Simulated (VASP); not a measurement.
# LiH12ClO6 in VASP: notebook

The runs below take LiH12ClO6 through single point, with PBE+D3(BJ).

All numbers are computed with VASP 6.6.1; they aren't measurements. Logs are shortened: lines on timing, memory, paths and dates and some standing lists are left out, and cuts for length are marked.

## Step 1: Starting point

The cell holds a amorphous, 20 atoms: a = 6.269 Å, b = 6.269 Å, c = 6.269 Å, α = 90.00°, β = 90.00°, γ = 90.00°.

The cell was built by a generator and needn't be a form met in nature.

## Step 2: Single point, PBE+D3(BJ)

INCAR reads:

```
ALGO = Normal
EDIFF = 1E-6
ENCUT = 520
GGA = PE
ISIF = 2
ISMEAR = -1
IVDW = 12
LASPH = True
LCHARG = True
LELF = True
LREAL = Auto
LVHAR = True
LWAVE = False
NBANDS = 45
NELM = 100
PREC = Accurate
SIGMA = 0.02
```

KPOINTS reads:

```
k-points
0
Gamma
  1 1 1
```

POSCAR reads:

```
LiH12ClO6
1.0
    6.2692210000      0.0000000000      0.0000000000
    0.0000000000      6.2692210000      0.0000000000
    0.0000000000      0.0000000000      6.2692210000
O H Li Cl
6 12 1 1
Direct
    0.4043086055      0.7139483518      0.8065276372
    0.5873137986      0.2370948480      0.4228914565
    0.7814048986      1.0092481985      0.8179166120
    0.1519965559      0.6043175061      0.3623735708
    0.8352233874      0.4951970907      0.6672599355
    0.7596797114     -0.1514382728      0.3023661153
    0.4415859642      0.8048208860      0.9145952902
    0.3386226136      0.5673432154      0.8712565724
    0.5257112487      0.2598568466      0.5676303324
    0.4760559566      0.2479095888      0.3132765618
    0.9201302682      1.0788262210      0.7998441912
    0.7805754495      0.9457793879      0.9548395247
    0.2811992112      0.6374157172      0.4301331856
    0.1941389528      0.5055811559      0.2619942733
    0.9564984230      0.4632952005      0.7543680467
    0.8485105247      0.4339454615      0.5200167613
    0.7434576002     -0.0024404946      0.3347465339
    0.9187265850     -0.1924800545      0.2997661113
    0.6538930435      0.7629337042      0.6142389940
    0.2412739956      0.2772274259      1.0150224406
```

Potentials or basis: VASP PAW PBE potentials, release 64 (O, H, Li_sv, Cl).

Started as:

```bash
$ cat potpaw_PBE.64/O/POTCAR potpaw_PBE.64/H/POTCAR potpaw_PBE.64/Li_sv/POTCAR potpaw_PBE.64/Cl/POTCAR > POTCAR
$ mpirun -np 1 vasp_gam > vasp.out
```

OUTCAR:

```text
EDIFF = 1E-6
   ENCUT = 520
   GGA = PE
   ISIF = 2
   ISMEAR = -1
   IVDW = 12
   LASPH = True
   LREAL = Auto
   NELM = 100
   PREC = Accurate
 IVDW          = 12

 ion  position               nearest neighbor table
   1  0.404  0.714  0.807-   7 0.92   8 1.09  19 2.00
   2  0.587  0.237  0.423-  10 0.98   9 1.00
   3  0.781  0.009  0.818-  12 0.95  11 0.98  19 2.16
   4  0.152  0.604  0.362-  14 0.92  13 0.94
   5  0.835  0.495  0.667-  15 0.96  16 1.00  19 2.05
   6  0.760  0.849  0.302-  17 0.96  18 1.03  19 2.13
   7  0.442  0.805  0.915-   1 0.92
   8  0.339  0.567  0.871-   1 1.09
   9  0.526  0.260  0.568-   2 1.00
  10  0.476  0.248  0.313-   2 0.98
  11  0.920  0.079  0.800-   3 0.98
  12  0.781  0.946  0.955-   3 0.95
  13  0.281  0.637  0.430-   4 0.94
  14  0.194  0.506  0.262-   4 0.92
  15  0.956  0.463  0.754-   5 0.96
  16  0.849  0.434  0.520-   5 1.00
  17  0.743  0.998  0.335-   6 0.96
  18  0.919  0.808  0.300-   6 1.03
  19  0.654  0.763  0.614-   1 2.00   5 2.05   6 2.13   3 2.16
  20  0.241  0.277  0.015-

  LATTYP: Found a simple cubic cell.
 ALAT       =     6.2692210000

  Lattice vectors:

 A1 = (   6.2692210000,   0.0000000000,   0.0000000000)
 A2 = (   0.0000000000,   6.2692210000,   0.0000000000)
 A3 = (   0.0000000000,   0.0000000000,   6.2692210000)

Analysis of symmetry for initial positions (statically):
=====================================================================
 Subroutine PRICEL returns:
 Original cell was already a primitive cell.

 Routine SETGRP: Setting up the symmetry group for a
 simple cubic supercell.

 Subroutine GETGRP returns: Found  1 space group operations
 (whereof  1 operations were pure point group operations)
 out of a pool of 48 trial point group operations.

The static configuration has the point symmetry C_1 .

Analysis of symmetry for dynamics (positions and initial velocities):
=====================================================================
 Subroutine PRICEL returns:
 Original cell was already a primitive cell.

 Routine SETGRP: Setting up the symmetry group for a
 simple cubic supercell.

 Subroutine GETGRP returns: Found  1 space group operations
 (whereof  1 operations were pure point group operations)
 out of a pool of 48 trial point group operations.

The dynamic configuration has the point symmetry C_1 .

 Subroutine INISYM returns: Found  1 space group operations
 (whereof  1 operations are pure point group operations),
 and found     1 'primitive' translations

----------------------------------------------------------------------------------------

                                     Primitive cell

  volume of cell :     246.4000

  direct lattice vectors                    reciprocal lattice vectors
     6.269221000  0.000000000  0.000000000     0.159509451  0.000000000  0.000000000
     0.000000000  6.269221000  0.000000000     0.000000000  0.159509451  0.000000000
     0.000000000  0.000000000  6.269221000     0.000000000  0.000000000  0.159509451

  length of vectors
     6.269221000  6.269221000  6.269221000     0.159509451  0.159509451  0.159509451

  position of ions in fractional coordinates (direct lattice)
     0.404308605  0.713948352  0.806527637
     0.587313799  0.237094848  0.422891456
     0.781404899  0.009248199  0.817916612
     0.151996556  0.604317506  0.362373571
     0.835223387  0.495197091  0.667259935
     0.759679711  0.848561727  0.302366115
     0.441585964  0.804820886  0.914595290
     0.338622614  0.567343215  0.871256572
     0.525711249  0.259856847  0.567630332
     0.476055957  0.247909589  0.313276562
     0.920130268  0.078826221  0.799844191
     0.780575449  0.945779388  0.954839525
     0.281199211  0.637415717  0.430133186
     0.194138953  0.505581156  0.261994273
     0.956498423  0.463295200  0.754368047
     0.848510525  0.433945462  0.520016761
     0.743457600  0.997559505  0.334746534
     0.918726585  0.807519945  0.299766111
     0.653893043  0.762933704  0.614238994
     0.241273996  0.277227426  0.015022441

  ion indices of the primitive-cell ions
   primitive index   ion index
                 1           1
                 2           2
                 3           3
                 4           4
                 5           5
                 6           6
                 7           7
                 8           8
                 9           9
                10          10
                11          11
                12          12
                13          13
                14          14
                15          15
                16          16
                17          17
                18          18
                19          19
                20          20

----------------------------------------------------------------------------------------

 KPOINTS: k-points

Automatic generation of k-mesh.
 Grid dimensions read from file:
 generate k-points for:    1    1    1

 Generating k-lattice:

  Cartesian coordinates                     Fractional coordinates (reciprocal lattice)
     0.159509451  0.000000000  0.000000000     1.000000000  0.000000000  0.000000000
     0.000000000  0.159509451  0.000000000     0.000000000  1.000000000  0.000000000
     0.000000000  0.000000000  0.159509451     0.000000000  0.000000000  1.000000000

  Length of vectors
     0.159509451  0.159509451  0.159509451

  Shift w.r.t. Gamma in fractional coordinates (k-lattice)
     0.000000000  0.000000000  0.000000000

 Subroutine IBZKPT returns following result:
 ===========================================

 Found      1 irreducible k-points:

 Following reciprocal coordinates:
            Coordinates               Weight
  0.000000  0.000000  0.000000      1.000000
   k-points           NKPTS =      1   k-points in BZ     NKDIM =      1   number of bands    NBANDS=     45
   number of dos      NEDOS =    301   number of ions     NIONS =     20
   total plane-waves  NPLWV = 110592
   dimension x,y,z NGX =    48 NGY =   48 NGZ =   48
   dimension x,y,z NGXF=    96 NGYF=   96 NGZF=   96
   ions per type =               6  12   1   1
   NGX,Y,Z   is equivalent  to a cutoff of  12.73, 12.73, 12.73 a.u.
   NGXF,Y,Z  is equivalent  to a cutoff of  25.46, 25.46, 25.46 a.u.
 SYSTEM =  unknown system
   PREC   = accura    normal or accurate (medium, high low for compatibility)
   ISTART =      0    job   : 0-new  1-cont  2-samecut
   ICHARG =      2    charge: 1-file 2-atom 10-const
   ISPIN  =      1    spin polarized calculation?
   LNONCOLLINEAR =      F non collinear calculations
   LSORBIT =      F    spin-orbit coupling
   LASPH  =      T    aspherical Exc in radial PAW
   ENCUT  =  520.0 eV  38.22 Ry    6.18 a.u.  11.66 11.66 11.66*2*pi/ulx,y,z
   NELM   =    100;   NELMIN=  2; NELMDL= -5     # of ELM steps
   EDIFF  = 0.1E-05   stopping-criterion for ELM
   LREAL  =      T    real-space projection
   EDIFFG = 0.1E-04   stopping-criterion for IOM
   NSW    =      0    number of steps for IOM
   IBRION =     -1    ionic relax: 0-MD 1-quasi-New 2-CG
   NFREE  =      0    steps in history (QN), initial steepest desc. (CG)
   ISIF   =      2    stress and relaxation
   ISYM   =      2    0-nonsym 1-usesym 2-fastsym
   POTIM  = 0.5000    time-step for ionic-motion
   TEBEG  =    0.0;   TEEND  =   0.0 temperature during run
   PSTRESS=    0.0 pullay stress
   NELECT =      58.0000    total number of electrons
   NUPDOWN=      -1.0000    fix difference up-down
   EMIN   =  10.00;   EMAX   =-10.00  energy-range for DOS
   EFERMI =   0.00;   METHOD = LEGACY
   ISMEAR =    -1;   SIGMA  =   0.02  broadening in eV -4-tet -1-fermi 0-gaus
   EFERMI_NEDOS =   21; number of points for ismear=-14 and -15
   IALGO  =     38    algorithm
   IMIX   =      4    mixing-type and parameters
     AMIX     =   0.40;   BMIX     =  1.00
     AMIX_MAG =   1.60;   BMIX_MAG =  1.00
  volume/ion in A,a.u.               =      12.32        83.14
  Fermi-wavevector in a.u.,A,eV,Ry     =   1.010812  1.910159 13.901641  1.021742
  Thomas-Fermi vector in A             =   2.143824
   LORBIT       =      0    0 simple, 1 ext, 2 COOP (PROOUT), +10 PAW based schemes
   GGA     = PE    functional components
   LHFCALC =     F    Hartree Fock is set to
   AEXX    =    0.0000 exact exchange contribution
   IVDW    =    12    specifies the selected vdW correction
   LEPSILON=     F    determine dielectric tensor
   LRPA    =     F    only Hartree local field effects (RPA)
 non-spin polarized calculation
  energy-cutoff  :      520.00
  volume of cell :      246.40
 maximum number of plane-waves:      3310
 NGX is ok and might be reduce to    48
   NGX = 23   NGY = 23   NGZ = 23

 number of electron      57.9999998 magnetization

 Free energy of the ion-electron system (eV)
  ---------------------------------------------------
  ext. energy  EPLUGINS =         0.00000000
  ---------------------------------------------------
  free energy    TOTEN  =       -94.15843008 eV

  energy without entropy =      -94.15843008  energy(sigma->0) =      -94.15843008

 E-fermi :  -2.5673     XC(G=0):  -6.5622

 val. band max:       -3.1673311984   @ k =   0.0000   0.0000   0.0000
 cond. band min:       0.9807529892   @ k =   0.0000   0.0000   0.0000
 fundamental gap:      4.1480841876
 Fermi energy:        -2.5672522591

 k-point     1 :       0.0000    0.0000    0.0000
  band No.  band energies     occupation
      1     -46.3044      2.00000
      2     -22.7089      2.00000
      3     -22.4341      2.00000
      4     -22.2450      2.00000
      5     -22.0051      2.00000
      6     -21.9674      2.00000
      7     -21.8029      2.00000
      8     -15.0766      2.00000
      9     -10.5175      2.00000
     10     -10.4350      2.00000
     11     -10.1889      2.00000
     12     -10.1443      2.00000
     13      -9.9158      2.00000
     14      -9.8633      2.00000
     15      -7.1068      2.00000
     16      -6.7350      2.00000
     17      -6.4901      2.00000
     18      -6.3326      2.00000
     19      -6.2300      2.00000
     20      -5.9752      2.00000
     21      -4.8790      2.00000
     22      -4.5276      2.00000
     23      -4.4713      2.00000
     24      -4.3447      2.00000
     25      -4.2706      2.00000
     26      -3.7086      2.00000
     27      -3.4573      2.00000
     28      -3.2804      2.00000
     29      -3.1673      2.00000
     30       0.9808      0.00000
     31       4.0370      0.00000
     32       4.2462      0.00000
     33       4.5671      0.00000
     34       4.8082      0.00000
     35       5.2401      0.00000
     36       5.6977      0.00000
     37       6.1898      0.00000
     38       6.3287      0.00000
     39       6.5686      0.00000
     40       6.7675      0.00000
     41       6.8375      0.00000
 [bands above 41 left out]

------------------------ aborting loop because EDIFF is reached ----------------------------------------

 Edisp (eV)   -0.80129

 E8    (eV) :    -0.1943

  FORCE on cell =-STRESS in cart. coord.  units (eV):
  Direction    XX          YY          ZZ          XY          YZ          ZX
  --------------------------------------------------------------------------------------
  -------------------------------------------------------------------------------------
  Total      -1.62378     0.16777     0.76821    -0.46563     4.35767     1.33969
  in kB     -10.55834     1.09087     4.99519    -3.02766    28.33508     8.71114
  external pressure =       -1.49 kB  Pullay stress =        0.00 kB

 VOLUME and BASIS-vectors are now :
 -----------------------------------------------------------------------------
  energy-cutoff  :      520.00
  volume of cell :      246.40
      direct lattice vectors                 reciprocal lattice vectors
     6.269221000  0.000000000  0.000000000     0.159509451  0.000000000  0.000000000
     0.000000000  6.269221000  0.000000000     0.000000000  0.159509451  0.000000000
     0.000000000  0.000000000  6.269221000     0.000000000  0.000000000  0.159509451

 POSITION                                       TOTAL-FORCE (eV/Angst)
 -----------------------------------------------------------------------------------
      2.53470      4.47590      5.05630        -1.621561     -4.133746     -2.358106
      3.68200      1.48640      2.65120        -0.138917      0.041009      0.651851
      4.89880      0.05798      5.12770        -0.130115      0.316695     -1.709521
      0.95290      3.78860      2.27180        -2.153874      2.055982      1.474100
      5.23620      3.10450      4.18320        -1.315159      0.221975     -1.401732
      4.76260      5.31982      1.89560         1.558659     -1.776339     -0.228047
      2.76840      5.04560      5.73380         0.462500      1.948513      2.807975
      2.12290      3.55680      5.46210         1.178801      2.089852     -0.575838
      3.29580      1.62910      3.55860         0.299982     -0.225954     -0.939701
      2.98450      1.55420      1.96400        -0.278263      0.047911      0.002775
      5.76850      0.49418      5.01440        -0.191449     -0.120407      0.342944
      4.89360      5.92930      5.98610         0.260313     -0.455933      1.529845
      1.76290      3.99610      2.69660         1.363764      0.792094      1.260647
      1.21710      3.16960      1.64250         0.574848     -2.567573     -2.926120
      5.99650      2.90450      4.72930         0.831128     -0.263741      0.171102
      5.31950      2.72050      3.26010         0.334810      0.298586      1.413744
      4.66090      6.25392      2.09860         0.012734      1.209801      0.226826
      5.75970      5.06252      1.87930        -1.610104      0.397929      0.222433
      4.09940      4.78300      3.85080         0.548645     -0.067778      0.288575
      1.51260      1.73800      0.09418         0.013258      0.191123     -0.253751
 -----------------------------------------------------------------------------------
    total drift:                                0.001412     -0.002427     -0.011549

  FREE ENERGIE OF THE ION-ELECTRON SYSTEM (eV)
  ---------------------------------------------------
  free  energy   TOTEN  =       -94.9597188103 eV

  energy  without entropy=      -94.9597188103  energy(sigma->0) =      -94.95971881
```

Wall time 42 s (1 thread of Intel Xeon Platinum 8259CL at 2.50GHz (Skylake/Cascade Lake), shared host); peak memory 0.31 GiB.

Results:

* Free energy: -94.9597 eV
* Largest force: 5.028 eV/Å
* Band gap on the k mesh: 4.15 eV, direct
* Dispersion energy per atom: -0.040 eV

Forces in eV/Å, atoms in the order of the input:
```
O   -1.622 -4.134 -2.358
O   -0.139  0.041  0.652
O   -0.130  0.317 -1.710
O   -2.154  2.056  1.474
O   -1.315  0.222 -1.402
O    1.559 -1.776 -0.228
H    0.463  1.949  2.808
H    1.179  2.090 -0.576
H    0.300 -0.226 -0.940
H   -0.278  0.048  0.003
H   -0.191 -0.120  0.343
H    0.260 -0.456  1.530
H    1.364  0.792  1.261
H    0.575 -2.568 -2.926
H    0.831 -0.264  0.171
H    0.335  0.299  1.414
H    0.013  1.210  0.227
H   -1.610  0.398  0.222
Li   0.549 -0.068  0.289
Cl   0.013  0.191 -0.254
```

Caveat: the cutoff is under 1.25 times the usual one of these potentials, so pressure, stress and relaxed cells hold a basis-set (Pulay) error.

[end of part 1 of 3]
